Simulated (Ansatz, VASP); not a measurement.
# Cross-check of Ga between VASP and Ansatz, part 3 of 3

Wanted: the spread between two codes on one cell, functional and k mesh. Of the first pair: The structure shown is frame 200 of Ansatz's trajectory.

VASP 6.6.1 and Ansatz 0.2.0.

So far. Step 3 (VASP: single point, PBE, pair 1): The run ends at a pressure of -3.20 GPa, with forces up to 1.3 eV/Å.

**6. VASP: single point, PBE, pair 2**

Level of this step: PBE; plane waves and PAW (Ga_d) (VASP).

The same cell, functional, mesh and smearing now go to VASP, with its own data sets.

The input, INCAR:

```
SYSTEM = Ga
PREC = Accurate
ENCUT = 400
EDIFF = 1E-06
NELM = 120
ISMEAR = -1
SIGMA = 0.05
LREAL = Auto
ALGO = Normal
GGA = PE
NBANDS = 368
LORBIT = 11
LWAVE = .FALSE.
LCHARG = .FALSE.
ISIF = 2
LASPH = .TRUE.
GGA_COMPAT = .FALSE.
NCORE = 2
```

The input, POSCAR:

```
Ga
1.0
    9.7619000000      0.0000000000      0.0000000000
    0.0000000000      9.7619000000      0.0000000000
    0.0000000000      0.0000000000      9.7619000000
Ga
48
Direct
    0.5455802661      0.0090453703      0.0596502730
    0.9587580287      0.4275294768      0.3709216444
    0.7178008380      0.4549011975      0.5736895481
    0.1219537180      0.8807609174      0.4608631516
    0.3860518956      0.8317847960      0.3235333286
    0.4242002069      0.1123346889      0.3932840943
    0.2670074473      0.2743318411      0.7820916010
    0.2371874328      0.4524529036      0.0205390344
    0.9238160604      0.6839242361      0.5204109856
    0.2632581772      0.1914996056      0.0570380766
    0.5505383173      0.0730697917      0.6554769051
    0.7241930362      0.7714789129      0.9667790082
    0.1849844805      0.5315768447      0.5444739241
    0.0767268667      0.5645212510      0.8020467327
    0.5230129381      0.1811430152      0.8746043291
    0.4959895102      0.4265972813      0.7517081716
    0.1685737408      0.7677296428      0.6778086233
    0.7483993895      0.2818611131      0.7856872125
    0.2508015858      0.9670863254      0.8466179740
    0.8661326176      0.8543009045      0.3125108842
    0.2679806185      0.0632868601      0.5836773579
    0.6335651871      0.7917106301      0.1993976582
    0.3579323697      0.6728505721      0.9073336133
    0.8640735922      0.1095585900      0.5840871142
    0.9842346265      0.3924850695      0.6306968930
    0.0178858624      0.6363105543      0.0617707618
    0.7482252430      0.8564213934      0.5967178521
    0.2331103576      0.8553048075      0.0666980813
    0.7755867198      0.0603366148      0.9524272939
    0.1893688729      0.3499728536      0.2622132986
    0.6737213043      0.2600313464      0.4580972966
    0.1042624899      0.2161054713      0.4797631609
    0.1376883598      0.6320388449      0.2937645335
    0.6465544617      0.6346510413      0.4105143466
    0.7296735267      0.6289451849      0.7584486627
    0.4021655620      0.6768047204      0.1394195802
    0.9570165644      0.3310933322      0.0702936928
    0.0290824532      0.1553181245      0.8664604227
    0.6646349584      0.0287751360      0.3462440713
    0.4324977720      0.6672881304      0.5348446511
    0.4690992532      0.8342535777      0.7279935259
    0.4471363157      0.4630758356      0.2707362296
    0.1761849640      0.0371341645      0.2659215931
    0.3735031090      0.3398108975      0.5130865917
    0.9782214528      0.8469048034      0.8633565187
    0.5961134615      0.5054241490      0.9786824286
    0.7507247565      0.5003841465      0.1825566744
    0.6012046835      0.2436820701      0.1761337445
```

The input, KPOINTS:

```
Automatic mesh
0
Gamma
1 1 1
0 0 0
```

PAW data sets: Ga_d (PBE family, release 64).

The run is started by

```console
mpirun -np 8 vasp_gam
```

Numbers of over 12 decimals in the logs are rounded to 6 here.

What it wrote:

```text
[banner, memory and clock lines left out]
running    8 mpi-ranks, on    1 nodes
[...]
LDA part: xc-table for (Slater+PW92), standard interpolation
 POSCAR, INCAR and KPOINTS ok, starting setup
[...]
entering main loop
       N       E                     dE             d eps       ncg     rms          rms(c)
DAV:   1     0.865250014079E+04    0.86525E+04   -0.23576E+05   744   0.323E+03
DAV:   2     0.180557843956E+04   -0.68469E+04   -0.66287E+04   736   0.818E+02
DAV:   3     0.963205849452E+02   -0.17093E+04   -0.16071E+04   824   0.251E+02
DAV:   4    -0.122751569220E+03   -0.21907E+03   -0.20100E+03   784   0.846E+01
[...]
DAV:  17    -0.140365920136E+03    0.39308E-05   -0.58933E-05   816   0.429E-02    0.499E-03
DAV:  18    -0.140365920662E+03   -0.52614E-06   -0.12993E-05   816   0.281E-02    0.340E-03
DAV:  19    -0.140365920402E+03    0.26012E-06   -0.27136E-06   560   0.138E-02
   1 F= -.14036592E+03 E0= -.14032038E+03  d E =-.910756E-01
```

Parts of OUTCAR (step 6):

```text
  Total       15.7937244     21.5139596     32.3101641     -6.3552100     -0.9941699     -2.9824371
  in kB       27.2014513     37.0533831     55.6476314    -10.9455459     -1.7122537     -5.1366363
  external PRESSURE =      39.9674886 kB  Pullay stress =       0.0000000 kB

 POSITION                                       TOTAL-FORCE (eV/Angst)
 -----------------------------------------------------------------------------------
      5.32590      0.08830      0.58230        -0.638718     -0.663490      0.524089
      9.35930      4.17350      3.62090        -0.847272      0.306205     -0.308814
      7.00710      4.44070      5.60030         0.445676      1.097463      0.628418
      1.19050      8.59790      4.49890        -0.299341     -0.376573     -0.995107
      3.76860      8.11980      3.15830        -0.432559      0.623622      1.555562
      4.14100      1.09660      3.83920         0.487719     -0.087786     -0.722058
      2.60650      2.67800      7.63470        -0.405993      0.106599      0.241377
      2.31540      4.41680      0.20050         0.171561      0.603621     -0.667110
      9.01820      6.67640      5.08020         0.396416     -0.558902      0.020971
      2.56990      1.86940      0.55680         0.441219     -0.927788     -0.885623
      5.37430      0.71330      6.39870         0.751321     -0.121954     -1.163097
      7.06950      7.53110      9.43760         0.037536      0.148551     -0.190353
      1.80580      5.18920      5.31510         0.649538      0.233129     -0.655372
      0.74900      5.51080      7.82950         0.356881     -0.106713      1.021617
[...]
-----------------------------------------------------------------------------------
    total drift:                               -0.001966     -0.002645      0.001046

  FREE ENERGIE OF THE ION-ELECTRON SYSTEM (eV)
  ---------------------------------------------------
  free  energy   TOTEN  =      -140.3659204016 eV

  energy  without entropy=     -140.2748448276  energy(sigma->0) =     -140.32038261

[... 3 further parts left out ...]
[key lines of the parts left out:]
E-fermi :   4.7616
```

The run ends at a pressure of 4.00 GPa, with forces up to 2.4 eV/Å.

**7. Differences**

What differs besides the data sets and the points named for the pairs above, as far as they apply: the cutoff is 420 eV in Ansatz and 400 eV in VASP (PREC = Accurate, projectors in real space). Total energies have different zeros and are not compared.

Forces on 8 of the 48 atoms, those with the largest forces and the largest differences (eV/Å; atoms numbered as in POSCAR):

```csv
atom,"Ansatz x, y, z","VASP x, y, z"
Ga1,"-0.626, -0.652, 0.519","-0.639, -0.663, 0.524"
Ga5,"-0.428, 0.612, 1.545","-0.433, 0.624, 1.556"
Ga11,"0.746, -0.123, -1.154","0.751, -0.122, -1.163"
Ga15,"-0.557, 0.870, 1.163","-0.565, 0.874, 1.169"
Ga21,"-0.189, -0.655, 1.608","-0.188, -0.660, 1.621"
Ga23,"-0.289, -0.563, -2.286","-0.288, -0.570, -2.307"
Ga25,"-0.745, -0.699, 0.950","-0.753, -0.707, 0.961"
Ga31,"-0.652, -1.128, -0.837","-0.654, -1.128, -0.843"
```

The forces differ by 5.5 meV/Å r.m.s., which is 1.0 % of the r.m.s. force of 0.576 eV/Å (both taken over all components).

**8. What came out**

| Quantity | Value |
| --- | --- |
| r.m.s. force difference (single point, PBE, pair 1) | 1.6 % of the r.m.s. force |
| r.m.s. force difference (single point, PBE, pair 2) | 0.96 % of the r.m.s. force |

What this shows: The r.m.s. force difference is 1.6 % of the r.m.s. force (single point, PBE, pair 1), within the 3 % picked in this series as the mark of a large difference. 4 further runs of this series are not shown here. Such differences can come from data sets, numerical settings and the points named under the comparisons, not from the functional's error against experiment.

[Lines on the potential files, build, host, timing and source positions are cut from VASP's logs without a mark.]

[Logs are printed without paths, hosts, clocks, repeated set-up lines and the standing remarks that a program may print on its own settings, such as how far it seeks lower states.]

[Hosts, paths, dates, database ids (printed as entryN), source tags and the programs' standing remarks are cut or masked in the printed files.]
